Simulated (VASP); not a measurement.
A convergence study with VASP on N₂ (space group no. 205 when undisturbed): one setting is varied, all else stays as given below, so the limit is that of these other settings. One atom is moved off its site, so that forces are finite.

```xyz
8
Lattice="5.6783 0.0000 0.0000 0.0000 5.6783 0.0000 0.0000 0.0000 5.6783" Properties=species:S:1:pos:R:3 pbc="T T T"
N      5.3603     3.1571     2.5211
N      2.5211     5.3603     3.1571
N      5.3891     5.3891     5.3891
N      0.3180     0.3180     0.3180
N      3.1571     2.5211     5.3603
N      3.1571     0.3180     2.5211
N      2.5211     3.1571     0.3180
N      0.3180     2.5211     3.1571
```

Method: PBE GGA, VASP's PBE PAW potentials (set 64) (plane waves; VASP). The tightest run used: 400 eV cut-off, 10×10×10 Γ-centred mesh, Fermi-Dirac smearing of 0.020 eV, potentials N.

**Question.** The settings run are 1×1×1 mesh; 2×2×2 mesh; 3×3×3 mesh; 4×4×4 mesh; 6×6×6 mesh; 7×7×7 mesh; 8×8×8 mesh; 9×9×9 mesh; 10×10×10 mesh. From which on does the energy per atom stay within 0.001 eV/atom of the tightest run?

**Answer.** From 3×3×3 mesh on: it is off by 0.0004 there and by no more than 0.001 in any finer run, while 2×2×2 mesh is off by 0.0030.
| setting | E (eV/atom) | pressure (GPa) | largest force (eV/Å) | irreducible k-points | difference judged (eV/atom) |
|---|---|---|---|---|---|
| 1×1×1 mesh | -8.2485 | 2.53 | 12.664 | 1 | 0.0144 |
| 2×2×2 mesh | -8.2659 | 2.65 | 12.642 | 4 | 0.0030 |
| 3×3×3 mesh | -8.2625 | 2.54 | 12.652 | 6 | 0.0004 |
| 4×4×4 mesh | -8.2633 | 2.57 | 12.647 | 14 | 0.0004 |
| 6×6×6 mesh | -8.2633 | 2.57 | 12.648 | 40 | 0.0004 |
| 7×7×7 mesh | -8.2628 | 2.55 | 12.649 | 60 | 0.0000 |
| 8×8×8 mesh | -8.2630 | 2.56 | 12.649 | 90 | 0.0001 |
| 9×9×9 mesh | -8.2629 | 2.55 | 12.650 | 125 | 0.0000 |
| 10×10×10 mesh | -8.2629 | 2.56 | 12.649 | 172 | 0.0000 |

Left out are rungs that failed or repeat a setting and relaxations that didn't move; long series are thinned to 24 rows.

The structure is a typed N2 crystal (space group no. 205). The cell was not relaxed at this level, it is distorted from the ideal structure.
